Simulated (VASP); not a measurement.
# W2CN with PBE + rVV10: from relaxation to properties, part 2 of 2

What structure does W2CN take at this level, and what are its properties? The cell is invented: it takes the structure of a Materials Project entry for Zr2CN (space group 166 there), with some of its atoms replaced by other elements, volume scaled by an estimate. It may not be a known or stable phase.

VASP 6.6.1, plane waves and PAW; the level of theory is named at each step.

So far. Step 5 (Band structure (PBE + rVV10)): There is no gap at this level. Step 6 (Total and projected DOS (PBE + rVV10)): The finer mesh and the other smearing move the Fermi level by -0.00 eV from the 9×9×9 run, a small shift, which tests the Fermi level alone. Of the states within 0.3 eV of the Fermi level, the largest shares in the PAW spheres are W d 76 %. The rest lies in smaller channels or between the spheres. The relaxed cell has a = 2.905, c = 17.020 Å (conventional setting).

### 7. Optical spectrum (PBE + rVV10) (continued)

These are independent-particle spectra without excitons or local fields, and fine structure depends on the mesh and on CSHIFT. The intraband (Drude) part is not in this spectrum.

This step gave:

| Item | Value |
| --- | --- |
| SCF cycles | 13 |
| bands | 42 |
| free energy (TOTEN) | -42.16 eV |
| energy at zero smearing | -42.15 eV |
| Fermi energy | 9.519 eV |
| pressure | -0.07734 GPa |

The imaginary dielectric function has structure finer than the step of the table below, so its rows give means over 1 eV, whole bins alone (the curve runs from 0 to 25.0 eV). Peaks (eV: height): xx 0.6: 130; zz 0.5: 77.2.

The imaginary dielectric function by photon energy; means over each step:

```tsv
photon energy (eV)	xx	zz
1	84.7	48.8
2	29.3	19.9
3	13.1	14.5
4	9.88	14.5
5	9.15	7.69
6	7.98	7.54
7	7.48	9.21
8	6.27	10.5
9	5.01	7.52
10	4.97	5.42
11	4.71	4.71
12	3.56	5.24
13	3.08	3.87
14	2.92	3.45
15	2.31	2.81
16	2.11	1.96
17	1.98	1.45
18	1.66	0.984
19	1.61	1.02
20	1.58	1.54
21	1.22	1.56
22	1.15	1.17
23	0.853	0.903
24	0.685	0.643
```

Table of real dielectric function by photon energy:

```tsv
photon energy (eV)	xx	zz
0.0	175	112
0.5	109	68.2
1.0	-16.8	3.99
1.5	-6.09	3.46
2.0	-7.97	3.76
2.5	-7.93	4.30
3.0	-4.55	5.69
3.5	-1.27	5.39
4.0	-0.739	-1.22
4.5	0.144	-1.53
5.0	0.834	2.40
5.5	0.230	2.31
6.0	-1.43	2.39
6.5	0.620	4.42
7.0	-0.109	2.82
7.5	-1.02	2.77
8.0	-1.46	-0.165
8.5	-1.22	-2.11
9.0	-0.744	-2.14
9.5	-0.762	-2.39
10.0	-0.206	-1.77
10.5	-0.718	-1.43
11.0	-1.83	-1.31
11.5	-1.58	-0.531
12.0	-1.09	-1.31
12.5	-1.37	-2.33
13.0	-0.901	-1.96
13.5	-0.987	-1.64
14.0	-1.25	-1.81
14.5	-1.23	-1.97
15.0	-1.06	-2.22
15.5	-0.825	-2.02
16.0	-0.853	-1.80
16.5	-0.688	-1.69
17.0	-0.782	-1.51
17.5	-0.837	-1.36
18.0	-0.658	-1.01
18.5	-0.669	-0.692
19.0	-0.385	-0.312
19.5	-0.557	-0.165
20.0	-0.760	-0.0813
20.5	-0.738	-0.509
21.0	-0.671	-0.799
21.5	-0.543	-0.771
22.0	-0.638	-0.845
22.5	-0.666	-0.728
23.0	-0.615	-0.758
23.5	-0.488	-0.677
24.0	-0.411	-0.630
24.5	-0.356	-0.501
```

Force by atom:

```tsv
atom	x (eV/Å)	y (eV/Å)	z (eV/Å)	size
W1	0.0000	0.0000	-0.0676	0.0676
W2	0.0000	0.0000	0.0676	0.0676
N3	0.0000	0.0000	0.0000	0.0000
C4	0.0000	0.0000	0.0000	0.0000
```

### 8. A semilocal run for the hybrid's start

This step: PBE, no spin polarisation; plane waves and PAW (W, N, C); invented cell (VASP 6.6.1).

A hybrid converges badly from random orbitals, so a cheap semilocal run writes a WAVECAR on the same mesh first.

Input file INCAR:

```
SYSTEM = W2CN
PREC = Accurate
ENCUT = 520
EDIFF = 1E-05
NELM = 100
ISMEAR = -1
SIGMA = 0.05
LREAL = .FALSE.
ALGO = Normal
GGA = PE
NBANDS = 16
LORBIT = 11
LWAVE = .TRUE.
LCHARG = .FALSE.
KPAR = 2
```

Input file POSCAR:

```
W2CN
1.0
    1.4527387960      0.8387394557      5.6733830770
   -1.4527387960      0.8387394557      5.6733830770
    0.0000000000     -1.6774781074      5.6733830846
W N C
2 1 1
Direct
    0.7468982251      0.7468982251      0.7468982244
    0.2531017749      0.2531017749      0.2531017756
    0.5000000000      0.5000000000      0.5000000000
    0.0000000000      0.0000000000      0.0000000000
```

Input file KPOINTS:

```
Automatic mesh
0
Gamma
6 6 6
0 0 0
```

Potentials, in the order of the species: W, N and C (PBE family, release 64).

Command:

```
> mpirun -np 2 vasp_std
```

It took 23 s on 2 MPI ranks of Intel Xeon 6975P-C (Granite Rapids), shared host; peak memory 0.62 GiB; 43 s of CPU time.

LASPH is off, so gradient terms of the non-spherical density inside the spheres are left out; for open d or f shells this can shift gaps and moments.

This step gave:

```
bands                   : 16
irreducible k-points    : 32
free energy (TOTEN)     : -42.46 eV
energy at zero smearing : -42.45 eV
Fermi energy            : 9.544 eV
pressure                : 1.552 GPa
```

### 9. Band structure (HSE06)

This step: HSE06, no spin polarisation; plane waves and PAW (W, N, C); invented cell (VASP 6.6.1).

HSE06 mixes in a quarter of exact exchange at short range, at far higher cost; in semiconductors this cures much of the gap error, while metals seldom gain.

Input file INCAR:

```
SYSTEM = W2CN
PREC = Accurate
ENCUT = 520
EDIFF = 1E-06
NELM = 100
ISMEAR = -1
SIGMA = 0.05
LREAL = .FALSE.
ALGO = Normal
LHFCALC = .TRUE.
AEXX = 0.25
GGA = PE
HFSCREEN = 0.2
LASPH = .TRUE.
NBANDS = 16
PRECFOCK = Fast
LORBIT = 11
LWAVE = .FALSE.
LCHARG = .FALSE.
KPAR = 2
```

POSCAR is that of step 8.

KPOINTS is that of step 8.

Input file KPOINTS_OPT:

```
Line mode
6
Line-mode
Reciprocal
  0.00000000   0.00000000   0.00000000 GAMMA
  0.50000000   0.00000000   0.00000000 L

  0.50000000   0.00000000   0.00000000 L
  0.50000000   0.18123730  -0.18123730 B1

  0.81876270   0.50000000   0.18123730 B
  0.50000000   0.50000000   0.50000000 Z

  0.50000000   0.50000000   0.50000000 Z
  0.00000000   0.00000000   0.00000000 GAMMA

  0.00000000   0.00000000   0.00000000 GAMMA
  0.34061865   0.00000000  -0.34061865 X

  0.65938135   0.34061865   0.00000000 Q
  0.50000000   0.50000000   0.00000000 F

  0.50000000   0.50000000   0.00000000 F
  0.65938135   0.65938135   0.18123730 P1

  0.65938135   0.65938135   0.18123730 P1
  0.50000000   0.50000000   0.50000000 Z

  0.50000000   0.00000000   0.00000000 L
  0.81876270   0.34061865   0.34061865 P
```

The run starts from files that an earlier step left in the folder.

Command:

```
> mpirun -np 2 vasp_std
```

Run time: 38 min. Hardware: 2 MPI ranks.

The run was cut off at its time limit.

More ranks or a longer limit would be the way on.

### 10. Outcome

* relaxed volume: 10.37 Å³/atom
* relaxed conventional cell a, b, c: 2.905, 2.905, 17.020 Å; angles 90.0, 90.0, 120.0°
* space group after relaxing, within 0.02 Å: R-3m (No. 166)
* band gap: none, a metal
* DOS at the Fermi level: 1.85 states/eV/cell

What this shows: With PBE + rVV10, W2CN relaxes to 10.37 Å³/atom in space group R-3m (held by the symmetry of the run) and comes out as a metal. Not obtained: band structure (HSE06), because the run hit its time limit. Band structure (PBE + rVV10): Of the bands kept, 5 cross the Fermi level on this path. Spin-orbit coupling is left out, and with elements this heavy it would split and shift bands near the Fermi level. Magnetism was not tested. With an odd electron count and no spin the cell is a metal by construction. No search among competing phases was made. All values are for a static lattice at zero temperature.

[Lines on the potential files, build, host, timing and source positions are cut from VASP's logs without a mark.]

[Logs are printed without paths, hosts, clocks, repeated set-up lines and the standing remarks that a program may print on its own settings, such as how far it seeks lower states.]

[Hosts, paths, dates, database ids (printed as entryN), source tags and the programs' standing remarks are cut or masked in the printed files.]

[A measured line is paired with the nearest computed mode of its activity, which favours agreement.]
